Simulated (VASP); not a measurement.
Given:

```cif
data_ClLi
_chemical_formula_sum 'Li1 Cl1'
_space_group_name_H-M_alt 'P 1'
_space_group_IT_number 1
_cell_length_a 3.70743
_cell_length_b 3.70743
_cell_length_c 3.70743
_cell_angle_alpha 60.000
_cell_angle_beta 60.000
_cell_angle_gamma 60.000
loop_
_space_group_symop_operation_xyz
  'x, y, z'
loop_
_atom_site_label
_atom_site_type_symbol
_atom_site_fract_x
_atom_site_fract_y
_atom_site_fract_z
_atom_site_occupancy
Li1 Li 0.00000 0.00000 0.00000 1
Cl1 Cl 0.50000 0.50000 0.50000 1
```

All values below come from revPBE GGA, VASP's PBE PAW potentials (set 64) (plane waves; VASP). Run with 520 eV cut-off, 9×9×9 Γ-centred mesh, Gaussian smearing of 0.050 eV, potentials Li_sv Cl.

Task: Give the energy at these volumes per atom, relative to the lowest: 16.91, 17.45, 17.99, 18.53, 19.07 Å³.

Result: 6.5, 1.6, 0.0, 1.2, 4.8 meV/atom. A third-order Birch-Murnaghan fit gives B0 = 27.4 GPa and B0′ = 4.3.

The compound is LiCl in the rock salt structure. It was relaxed first, which changed the volume by +6 %.
